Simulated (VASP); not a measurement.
Input:

```xyz
2
Lattice="0.0000 3.0028 3.0028 3.0028 0.0000 3.0028 3.0028 3.0028 0.0000" Properties=species:S:1:pos:R:3 pbc="T T T"
Hf     0.0000     0.0000     0.0000
As     1.5014     1.5014     1.5014
```

The numbers are results of PBE GGA, VASP's PBE PAW potentials (set 64) (plane waves; VASP), not measurements. Settings: 400 eV cut-off, Gaussian smearing of 0.050 eV, potentials Hf_pv As.

Problem. Give the energies of bands 5 to 10 at the high-symmetry points, in eV from the Fermi level.

Solution. 
```
band      Γ      X      U      L      W
----  -----  -----  -----  -----  -----
5     -3.23  -4.98  -4.48  -4.62  -4.03
6     -3.23  -2.23  -3.21  -2.88  -3.82
7     -3.23  -2.23  -2.41  -2.88  -2.29
8      0.85  -0.85  -0.68   0.93  -0.83
9      0.85   0.63   1.10   1.26   0.78
10     1.11   1.82   1.13   1.26   1.51
```

It has no gap at this level: it comes out as a metal or semimetal.

The structure was generated: HfAs was put into the zinc blende type (F-43m), which need not be its known phase. It was relaxed first, which changed the volume by -31 %. The electron count is odd and the run is not spin-polarised, which forces a metal.
